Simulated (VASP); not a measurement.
Data:

```xyz
4
Lattice="4.2768 0.0000 0.0000 -2.1384 3.7039 0.0000 0.0000 0.0000 9.1418" Properties=species:S:1:pos:R:3 pbc="T T T"
Y      0.0000     2.4692     0.2461
Y      2.1384     1.2346     4.8170
Te     0.0000     2.4692     3.1821
Te     2.1384     1.2346     7.7530
```

Level of theory: PBEsol GGA, VASP's PBE PAW potentials (set 64) (plane waves; VASP). Settings: 400 eV cut-off, Gaussian smearing of 0.050 eV, potentials Y_sv Te.

Unless said otherwise, spin-orbit coupling is left out, though it shifts the bands of the heavy elements here.

Problem. Estimate the band gap (along the path) with the smallest direct gap where there is one.

Solution. 
band gap (along the path): none (metal, semimetal or under 0.01 eV)

Total energies compare only between runs with the same potentials, cut-off and functional.

The structure was generated: YTe was put into the wurtzite type (P6_3mc), which need not be its known phase. It was relaxed first, which changed the volume by -33 %.
